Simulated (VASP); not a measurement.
Consider the following.

```
CELL_PARAMETERS angstrom
      4.74988     0.00000     0.00000
      0.00000     4.74988     0.00000
      0.00000     0.00000     4.74988
ATOMIC_POSITIONS crystal
  Ag 0.75000 0.25000 0.75000
  Ag 0.25000 0.75000 0.75000
  Ag 0.75000 0.75000 0.25000
  Ag 0.25000 0.25000 0.25000
  O  0.00000 0.00000 0.00000
  O  0.50000 0.50000 0.50000
```

Computed with optB86b-vdW, VASP's PBE PAW potentials (set 64) (plane waves; VASP). Run with 520 eV cut-off, 7×7×7 Γ-centred mesh, tetrahedra with Blöchl corrections, potentials Ag O.

Q: Tabulate the total density of states (states/eV per cell) against energy (eV; zero at the valence-band maximum or, without a gap, the Fermi level).

A: 
```
E (eV) | DOS (states/eV)
    -9.97 |  0.00
    -9.63 |  0.00
    -9.28 |  0.00
    -8.93 |  0.00
    -8.58 |  0.00
    -8.24 |  0.00
    -7.89 |  0.00
    -7.54 |  0.00
    -7.20 |  0.00
    -6.85 |  0.00
    -6.50 | ####### 8.00
    -6.16 | ## 2.14
    -5.81 | #### 4.56
    -5.46 | #### 4.31
    -5.11 | ##### 5.49
    -4.77 | ####### 7.47
    -4.42 | # 1.59
    -4.07 | ### 3.74
    -3.73 | ############ 12.8
    -3.38 | ############################ 31.2
    -3.15 | ################### 20.8
    -2.80 | ############################## 33.2
    -2.45 | ##### 5.20
    -2.11 | ###### 7.09
    -1.76 | #### 4.25
    -1.41 | #### 4.97
    -1.07 | ## 2.20
    -0.72 | ######## 9.34
    -0.37 | ### 2.91
    -0.02 |  0.21
     0.32 |  0.13
     0.67 |  0.28
     1.02 |  0.47
     1.36 | # 0.70
     1.71 | # 1.36
     2.06 | ## 2.49
     2.40 | # 0.91
     2.75 | ### 3.21
     3.10 | ## 2.42
     3.45 | ## 2.37
```
Within 2 eV below the valence-band maximum the largest weight inside VASP's projection spheres is Ag d, then O p.

The compound is Ag2O in the cuprite structure. It was relaxed first.
